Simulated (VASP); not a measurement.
A cell of W (bcc) near equilibrium:

```yaml
crystal:
  lattice:
    - [-1.59356, 1.59356, 1.59356]
    - [1.59356, -1.59356, 1.59356]
    - [1.59356, 1.59356, -1.59356]
  atoms:
    - { symbol: W, position: [0.00000, 0.00000, 0.00000] }
```

Method: PBE GGA, VASP's PBE PAW potentials (set 64) (plane waves; VASP 6.6.1).

| run | ΔE (meV/atom) | σxx | σyy | σzz | largest shear component, with its sign (GPa) | largest force (eV/Å) |
|---|---|---|---|---|---|---|
| as it is | 0.0 | 0.04 | 0.04 | 0.04 | 0.00 | 0.000 |
| after one change | 51.8 | -16.11 | -16.11 | -16.11 | 0.00 | 0.000 |
Stress is in GPa, positive when the cell is compressed.

### Question
What was changed between the two runs?
(A) isotropic strain of +2.0 %
(B) isotropic strain of -4.0 %
(C) biaxial strain of -3.0 % in the xz plane
(D) uniaxial strain of -4.0 % along x

### Answer
A, isotropic strain of +2.0 %

The compound is W in the bcc structure.
